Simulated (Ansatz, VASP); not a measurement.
**Cross-check of LiBe between VASP and Ansatz**

Wanted: the spread between two codes on one cell, functional and k mesh. The cell is taken from a series of runs on this material, whose earlier steps may have relaxed, scaled, displaced or heated it; both programs get it as it stands.

Calculated with Ansatz 0.2.0; plane waves, with VASP 6.6.1 beside it; zone-centre phonons at PBEsol.

## 1. Set-up

Symmetry: Pm-3m, No. 221, cubic system. The conventional cell has a = 2.805 Å, b = 2.805 Å, c = 2.805 Å, α = 90.00°, β = 90.00°, γ = 90.00°. Nearest to Li lie 8 Be at 2.43 Å. Nearest to Be lie 8 Li at 2.43 Å. Farther neighbours are not listed.

## 2. Ansatz: zone-centre phonons, PBEsol

Ansatz runs on norm-conserving files, of PseudoDojo where its log says so.

Second derivatives magnify differences that forces hide, and they need a tight electronic threshold.

input.yaml reads:

```yaml
crystal:
  lattice:
    - [2.8054875085, 0.0, 0.0]
    - [0.0, 2.8054875085, 0.0]
    - [0.0, 0.0, 2.8054875085]
  atoms:
    - { symbol: Li, position: [0.0, 0.0, 0.0] }
    - { symbol: Be, position: [0.5, 0.5, 0.5] }
kpoints:
  mp_grid: { grid: [16, 16, 16] }
hamiltonian:
  xc: pbesol
  pseudopotentials: { kind: nc }
scf:
  occupations: { method: methfessel_paxton, width: 0.15 }
output:
  eigenvalues: true
phonons:
  method: dfpt
  qmesh: [4, 4, 4]
  temperatures: { t_max: 1000, t_step: 50 }
  qpath:
    path:
      - [[0.0, 0.0, 0.0], [0.0, 0.5, 0.0], [0.5, 0.5, 0.0], [0.0, 0.0, 0.0], [0.5, 0.5, 0.5], [0.0, 0.5, 0.0]]
      - [[0.5, 0.5, 0.5], [0.5, 0.5, 0.0]]
    npoints: 10
```

The run is started by

```
$ ansatz run input.yaml --threads 4 --pin off --max-ram 7168MiB --backend cpu --events-out ev --progress --plain --runs-dir out
```

Numbers of over 12 decimals in the logs are rounded to 6 here.

Log:

```text
Engine: ansatz 0.2.0, aarch64-unknown-linux-gnu
Pseudopotentials: kind: nc
Pseudopotential: Li, nc, valence charge 3, recommended cutoff 1006.821291 eV (normal), Li.nc.azcp (PseudoDojo's, or run here from an input of PseudoDojo's: the run reads no file of this project's for it)
Pseudopotential: Be, nc, valence charge 4, recommended cutoff 1197.300995 eV (normal), Be.nc.azcp (PseudoDojo's, or run here from an input of PseudoDojo's: the run reads no file of this project's for it)
Functional definition: PBEsol
  exchange = pbesol_x
  correlation = pbesol_c
Crystal: 2 atoms, lattice volume = 22.081 Å³
Basis set: ecut = 1197.300995 eV, 2103 PW (Γ), exchange–correlation on 64×64×64 points (8 copies of the dense FFT grid, shifted against one another)
Bands: 8, of which v1, the nominal top of the filled ones, is band 4 counted from 1 (3 counted from 0)
Symmetry: 48 space group operations
k-points: 165 of 4096
Non-local potential: Li, projectors of the file, l = 0: 2, l = 1: 2
Non-local potential: Be, projectors of the file, l = 0: 2, l = 1: 2
Initial density: superposition of atomic densities (chi_scale 0.1, normalization cell, long waves kept (reshape's long-wave potential 0.00 eV rms))
Initial wavefunctions: pseudopotential atomic-orbital guess
Functional: x = pbesol(κ = 0.804, μ = 0.123457), c = pbesol(β = 0.046)
SCF iter   1: F=—  HF=-571.729315 eV  |F-HF|=—  |Δ(HF+E_count)|=         —  Δρ=2.17e-2  dr2=3.17e-2  ethr=3.10e-3  ⟨swp⟩=5.8  Hψ=10858  notcnv=0
preconditioner: auto → none  [metal: Δε(μ)=0.104 eV  Ē_g=10.514 eV  σ=0.150 eV  W_gap=0.46  n_scr=6 (ndim 8)  ℏωp=13.7 eV  f_vac=0.000  D(μ)=0.29/eV (n_scr^D=0)  sad-step TF]
SCF iter   2: F=—  HF=-571.722696 eV  |F-HF|=—  |Δ(HF+E_count)|=   6.62e-3  S|Δr|=    0.00e0  Δρ=1.12e-2  dr2=1.20e-2  ethr=4.52e-4  ⟨swp⟩=1.0  Hψ=2641  notcnv=0  defer=1
SCF iter   3: F=—  HF=-571.718085 eV  |F-HF|=—  |Δ(HF+E_count)|=   4.61e-3  S|Δr|=    0.00e0  Δρ=1.36e-3  dr2=3.80e-5  ethr=1.72e-4  ⟨swp⟩=2.0  Hψ=1570  notcnv=0  defer=1
SCF iter   4: F=—  HF=-571.718093 eV  |F-HF|=—  |Δ(HF+E_count)|=   7.92e-6  S|Δr|=    0.00e0  Δρ=5.74e-5  dr2=1.13e-7  ethr=5.43e-7  ⟨swp⟩=1.8  Hψ=1651  notcnv=0  defer=1
SCF iter   5: F=—  HF=-571.718097 eV  |F-HF|=—  |Δ(HF+E_count)|=   4.53e-6  S|Δr|=    0.00e0  Δρ=2.43e-6  dr2=6.61e-10  ethr=1.62e-9  ⟨swp⟩=1.6  Hψ=1418  notcnv=0  defer=1
SCF iter   6: F=-571.718097 eV  HF=-571.718097 eV  |F-HF|=1.71e-12  |Δ(HF+E_count)|=  1.16e-10  S|Δr|=    0.00e0  Δρ=1.26e-7  dr2=2.97e-12  ethr=1.00e-12  ⟨swp⟩=8.2  Hψ=7394  notcnv=0
SCF 1 converged in 6 iterations: F = -571.718097 eV  dr2 = 2.97e-12
phonons: the bands overlap, so this run is a metal and interpolates without the dipole-dipole term. If the crystal is really an insulator or semiconductor, its LO-TO splitting is missing
NSCF: frozen V_eff on 165 k-points
WARN: eigensolver did not converge in 4 slots of this pass, the one above among them; of largest residual over every band (k=43): 1 band(s) unlocked (lowest unlocked band 7, counted from 0; max residual 1.58e-3 eV among the unlocked bands, 1.58e-3 eV over every band); of lowest unlocked band (k=14): band 7
NSCF: frozen V_eff on 405 k-points
DFPT response loops at q = (0, 0, 0) (fractional): preconditioner auto → Kerker (q_TF=auto, 2.253 Å⁻¹) (partly filled bands, converged f_vac=0.000); β = 1.00, the filter's whole step (`scf.mixing.beta` (0.50) is not read by the response loops under this deck's `scf.mixing.preconditioner`; to damp them name `kerker` or `kerker_dos`, under which they read `scf.mixing.beta`, and type it under 1.00, their step now; both keys bind the ground state too); Broyden in place of MSR1
NSCF: frozen V_eff on 2592 k-points
DFPT response loops at q = (0, 0, 0.25) (fractional): mixed as the last ones told, above
NSCF: frozen V_eff on 1458 k-points
DFPT response loops at q = (0, 0, -0.5) (fractional): mixed as the last ones told, above
NSCF: frozen V_eff on 4608 k-points
DFPT response loops at q = (0, 0.25, 0.25) (fractional): mixed as the last ones told, above
NSCF: frozen V_eff on 2592 k-points
DFPT response loops at q = (0, 0.25, -0.5) (fractional): mixed as the last ones told, above
NSCF: frozen V_eff on 1458 k-points
DFPT response loops at q = (0, -0.5, -0.5) (fractional): mixed as the last ones told, above
NSCF: frozen V_eff on 4352 k-points
DFPT response loops at q = (0.25, 0.25, 0.25) (fractional): mixed as the last ones told, above
NSCF: frozen V_eff on 4608 k-points
DFPT response loops at q = (0.25, 0.25, -0.5) (fractional): mixed as the last ones told, above
NSCF: frozen V_eff on 2592 k-points
DFPT response loops at q = (0.25, -0.5, -0.5) (fractional): mixed as the last ones told, above
NSCF: frozen V_eff on 810 k-points
DFPT response loops at q = (-0.5, -0.5, -0.5) (fractional): mixed as the last ones told, above
SCF converged after 6 iterations
Stability not checked: this state was not tested for a lower state beside it, because cold or Methfessel-Paxton smearing, or corrected tetrahedra, fill the levels in a way that the test cannot read (fill_not_monotonic; see scf.lower_state_search)
Free energy (F): -571.718097 eV
Harris-Foulkes:  -571.718097 eV  (|F-HF|=1.71e-12)
Internal energy: -571.719159 eV  (E = F + TS)
E sigma→0 (E₀):  -571.718363 eV
Entropy (-TS):   0.001061 eV (0.531 meV/atom)
Fermi energy:    3.860107 eV
--- Per-component energies (eV) ---
  E_band       = -267.684359
  E_kinetic    = 377.199366
  E_local      = -312.957096  (includes V_loc(G=0)·N_el)
  E_nonlocal   = -400.813378
  E_hartree    = 104.904530
  E_xc         = -108.623250
  E_vxc        = -140.922312  (∫ρ·V_xc dr)
  E_ewald      = -231.429331
  E_smearing   = 0.001061  (= −TS)
  E_closure    = 0.000000  (closes the sum)
  Σ components = -571.718097   (vs F -571.718097, Δ=0.00e0)
--- Band table (eV; the first three rows and the last of 165) ---
  k-point 0: bands = ["-95.5816", "-40.2141", "-2.6547", "10.0580", "10.0580", "10.0580", "14.5958", "14.5958"]
  k-point 1: bands = ["-95.5816", "-40.2133", "-2.6049", "9.4113", "10.1224", "10.1224", "14.6697", "15.3407"]
  k-point 2: bands = ["-95.5815", "-40.2110", "-2.4553", "8.1029", "10.3144", "10.3144", "14.8912", "16.9059"]
  k-point 164: bands = ["-95.5805", "-40.1550", "6.2690", "6.2690", "6.2690", "8.8309", "8.8309", "8.8309"]
--- Phonons (Γ-DFPT): 2 representative perturbations + reference (Σ response iterations 6) ---
  ASR residual: 6.395e-5 → 0.000e0 eV/Å²; symmetrization residual: 5.730e-6 eV/Å²
  ASR residual per site (eV/Å²): 1.57e-5 6.39e-5
  Γ frequencies (cm⁻¹): 0.00 0.00 0.00 559.52 559.52 559.52
--- Phonons (arbitrary-q DFPT): 10 irreducible q on the 4×4×4 mesh ---
  q = [0.0000, 0.0000, 0.0000] (star 1, of the zone-centre solve; hermiticity 2.54e-6, symmetrization 9.84e-16): -0.00 -0.00 -0.00 559.52 559.52 559.52
  q = [0.0000, 0.0000, 0.2500] (star 6, 4 solved perturbations in 4032 linear systems a pass and spin channel, the states on 1296 of 4096 k-point pairs; hermiticity 4.62e-6, symmetrization 2.82e-13, the responses' own estimated error 5.2e-5 eV/Å²): 176.24 228.79 228.79 488.96 523.17 523.17
  q = [0.0000, 0.0000, -0.5000] (star 3, 4 solved perturbations in 2268 linear systems a pass and spin channel, the states on 729 of 4096 k-point pairs; hermiticity 1.42e-7, symmetrization 6.83e-8, the responses' own estimated error 5.8e-5 eV/Å²): 158.04 394.00 394.00 430.90 430.90 446.76
  q = [0.0000, 0.2500, 0.2500] (star 12, 4 solved perturbations in 7056 linear systems a pass and spin channel, the states on 2304 of 4096 k-point pairs; hermiticity 4.02e-6, symmetrization 1.79e-13, the responses' own estimated error 4.4e-5 eV/Å²): -22.80 278.33 299.01 438.15 490.12 529.96
  q = [0.0000, 0.2500, -0.5000] (star 12, 6 solved perturbations on 1296 of 4096 k-point pairs; hermiticity 6.75e-6, symmetrization 5.67e-8, the responses' own estimated error 6.1e-5 eV/Å²): -22.32 170.42 406.19 410.86 493.00 518.79
  q = [0.0000, -0.5000, -0.5000] (star 3, 4 solved perturbations in 2268 linear systems a pass and spin channel, the states on 729 of 4096 k-point pairs; hermiticity 7.01e-6, symmetrization 7.93e-12, the responses' own estimated error 2.7e-5 eV/Å²): -91.88 -91.88 407.60 432.03 543.64 543.64
  q = [0.2500, 0.2500, 0.2500] (star 8, 2 solved perturbations on 2176 of 4096 k-point pairs; hermiticity 3.50e-6, symmetrization 8.39e-13, the responses' own estimated error 2.7e-5 eV/Å²): 209.85 209.85 256.67 449.29 507.86 507.86
  q = [0.2500, 0.2500, -0.5000] (star 12, 4 solved perturbations in 7056 linear systems a pass and spin channel, the states on 2304 of 4096 k-point pairs; hermiticity 4.13e-6, symmetrization 6.44e-9, the responses' own estimated error 3.3e-5 eV/Å²): 123.41 228.31 300.84 463.30 478.89 528.81
  q = [0.2500, -0.5000, -0.5000] (star 6, 4 solved perturbations in 4032 linear systems a pass and spin channel, the states on 1296 of 4096 k-point pairs; hermiticity 5.17e-6, symmetrization 9.19e-9, the responses' own estimated error 2.9e-5 eV/Å²): 178.69 178.69 320.33 447.24 526.57 526.57
  q = [-0.5000, -0.5000, -0.5000] (star 1, 2 solved perturbations on 405 of 4096 k-point pairs; hermiticity 3.81e-10, symmetrization 1.90e-10, the responses' own estimated error 2.8e-5 eV/Å²): 288.00 288.00 288.00 502.84 502.84 502.84
  sum rule: each row above includes the acoustic sum rule's correction from the zone centre's row sums; it moved no ω² by more than (1.39 cm⁻¹)²
  mesh force constants: q→R imaginary residual 2.77e-18; ASR residual 6.395e-5 → 0.000e0 eV/Å²; symmetrization residual 6.217e-15 eV/Å²
  interpolated dispersion: 62 rows × 6 modes
  density of states and harmonic sums: on the 24×24×24 q-mesh, interpolated from the force constants of a 4×4×4 supercell (no non-analytic term)
  largest difference from the sums on the solved wave vectors: F 7.47e-2 eV, S 1.03e-4 and C_V 2.93e-5 eV/K
  zero-point energy: 0.130307 eV/cell   skipped modes (ω ≤ 0): 96, of them read as no rigid motion or as one in doubt: 93 (1.836e-1 modes/cell left out, lowest -91.88 cm⁻¹)   left out of the sums: 3.06e-2 of the cell's modes: C_V's classical limit lies that fraction below 3 k_B per atom; for a crystal, a wire or a layer, F and S can be off by more, and a phonons.interpolated_qmesh denser along its periods is the remedy for the sampling
```

(Part 1 of 2 ends here.)

[Lines on the potential files, build, host, timing and source positions are cut from VASP's logs without a mark.]

[Logs are printed without paths, hosts, clocks, repeated set-up lines and the standing remarks that a program may print on its own settings, such as how far it seeks lower states.]

[Hosts, paths, dates, database ids (printed as entryN), source tags and the programs' standing remarks are cut or masked in the printed files.]
